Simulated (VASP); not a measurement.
All values below come from PBEsol GGA, VASP's PBE PAW potentials (set 64) (plane waves; VASP).

VASP input:

INCAR:
```
# general
SYSTEM   =  In4As2Sb2
PREC     =  Accurate
ENCUT    =  400
LREAL    =  .FALSE.
LASPH    =  .TRUE.

# electronic loop
EDIFF    =  1E-6
NELM     =  100
ALGO     =  Normal
LMAXMIX  =  4

# smearing
ISMEAR   =  1
SIGMA    =  0.1

# functional
GGA      =  PS

# ions
IBRION   =  2
NSW      =  60
ISIF     =  3
EDIFFG   =  -0.02

# output
LWAVE    =  .FALSE.
LCHARG   =  .FALSE.
```

**KPOINTS**
```
Automatic
0
gamma
8 8 2
```

**POSCAR**
```
In4As2Sb2
1.0
  0.0000000000   3.1558807668   3.1558807668
  3.1558807668   0.0000000000   3.1558807668
 12.6730807408  12.6730807408  -0.0495576734
In Sb As
4 2 2
Cartesian
 12.5381008913  12.5381008913   0.0854221770
  3.1585715480   3.1585715480  -0.0026907818
  9.6210671464   9.6210671464   6.1583366874
 12.6617018409  12.6617018409   6.2735827600
  1.5363828149   1.5363828149   1.6194979528
  4.8218149175   4.8218149175   1.4899466159
  7.9728629316   7.9728629316   1.4947793692
 11.0177333594  11.0177333594   1.6057897082
```

POTCAR, in this order: In_d Sb As (PBE.64 set). Program: vasp_std.

**Question.** What will the output report for the number of irreducible k-points (NKPTS), number of bands (NBANDS), largest plane-wave count, number of space-group operations, FFT grid (NGX, NGY, NGZ)?

**Answer.** 
```json
{
 "number of irreducible k-points (NKPTS)": "20",
 "number of bands (NBANDS)": "43",
 "largest_plane_wave_count": "4620",
 "number_of_space_group_operations": "6",
 "FFT grid (NGX, NGY, NGZ)": "30 × 30 × 120"
}
```

The structure was generated: In4As2Sb2 was put into an ordered model structure (R3m), which need not be its known phase. This run relaxes it. Symmetry was kept, so distortions that lower it aren't found. The start is the result of an earlier pass.
